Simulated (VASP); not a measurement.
Energy against volume of Rh (fcc). Computed with TPSS meta-GGA, VASP's PBE PAW potentials (set 64) (plane waves; VASP).

| V (Å³/atom) | E (eV/atom) |
|---|---|
| 12.981 | -15.78368 |
| 13.395 | -15.82385 |
| 13.810 | -15.83722 |
| 14.224 | -15.82831 |
| 14.638 | -15.80091 |

### Question
Fit a third-order Birch-Murnaghan equation of state.

### Answer

volume per atom: 13.84 Å³/atom
bulk modulus: 283 GPa
pressure derivative of the bulk modulus: 5.18
lattice constant a: 3.811 Å

Measured: bulk modulus 271 GPa at 0 K (computed value off by +4.5 %), as given by H. Levämäki et al., Physical Review B (2014), arXiv:1402.3671 [corrected for temperature and zero-point phonon effects]; a 3.794 Å at 0 K (computed value off by +0.4 %), as given by Daniel Mejia-Rodriguez et al., Physical Review B (2018), arXiv:1807.09216 [static lattice: zero-point anharmonic expansion removed].

The compound is Rh in the fcc structure. It was relaxed first.
